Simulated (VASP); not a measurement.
Input of a VASP 6.6.1 run:

INCAR

```
PREC     = Accurate       # precision mode
ENCUT    = 600            # plane-wave cutoff, eV
EDIFF    = 1E-7           # SCF threshold, eV
ISMEAR   = -1             # smearing method
SIGMA    = 0.05           # smearing width, eV
LREAL    = False          # projectors in reciprocal space
LASPH    = True           # aspherical terms in the spheres
NELM     = 100            # most SCF steps
ALGO     = Fast           # electronic algorithm
ISIF     = 8              # what is computed and relaxed
LWAVE    = False          # write WAVECAR
LCHARG   = False          # write CHGCAR
GGA      = CA             # functional
IBRION   = 2              # ionic algorithm
NSW      = 60             # ionic steps
EDIFFG   = -0.03          # ionic threshold
```

The input KPOINTS:

```
regular mesh
0
Gamma
  4 4 4
```

The input POSCAR:

```
Y3Mg
1.0
    4.9459070000      0.0000000000      0.0000000000
    0.0000000000      4.9459070000      0.0000000000
    0.0000000000      0.0000000000      4.9459070000
Y Mg
3 1
Direct
    0.5000000000      0.5000000000      0.0000000000
    0.5000000000      0.0000000000      0.5000000000
    0.0000000000      0.5000000000      0.5000000000
    0.0000000000      0.0000000000      0.0000000000
```

Potentials or basis: VASP PAW LDA potentials, release 64 (Y_sv, Mg).

Command:

```bash
$ cat potpaw_LDA.64/Y_sv/POTCAR potpaw_LDA.64/Mg/POTCAR > POTCAR
$ mpirun -np 1 vasp_std > vasp.out
```

Question: Estimate the relaxed cell.

Answer: a = 4.781 Å, b = 4.781 Å, c = 4.781 Å, α = 90.00°, β = 90.00°, γ = 90.00°.

Question: What does it give for the relaxed volume?

Answer: 27.32 Å³/atom.

Question: Predict the band gap on the k mesh.

Answer: None (metal or under the smearing width).

Final structure:
```
Y Mg
1.0
     4.78092    0.00000    0.00000
     0.00000    4.78092    0.00000
     0.00000    0.00000    4.78092
Y Mg
3 1
Cartesian
  2.3905 2.3905 0.0000
  2.3905 0.0000 2.3905
  0.0000 2.3905 2.3905
  0.0000 0.0000 0.0000
```
